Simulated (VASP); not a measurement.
Energy against volume of GaP (zinc blende). Level of theory: optB86b-vdW, VASP's PBE PAW potentials (set 64) (plane waves; VASP).

```
V (Å³/atom)  E (eV/atom)
-----------  -----------
19.247          -2.24120
19.862          -2.25711
20.476          -2.26204
21.090          -2.25770
21.705          -2.24548
```

Fit a third-order Birch-Murnaghan equation of state.

- volume per atom: 20.48 Å³/atom
- bulk modulus: 80.5 GPa
- pressure derivative of the bulk modulus: 4.55
- lattice constant a: 5.472 Å

Measured: bulk modulus 89.6 GPa at 0 K (computed value off by -10.2 %), as given by Daniel Mejia-Rodriguez et al., Physical Review B (2018), arXiv:1807.09216 [0 K value with the zero-point phonon effect removed]; a 5.439 Å at 0 K (computed value off by +0.6 %), as given by Daniel Mejia-Rodriguez et al., Physical Review B (2018), arXiv:1807.09216 [static lattice: zero-point anharmonic expansion removed].

The compound is GaP in the zinc blende structure. It was relaxed first.
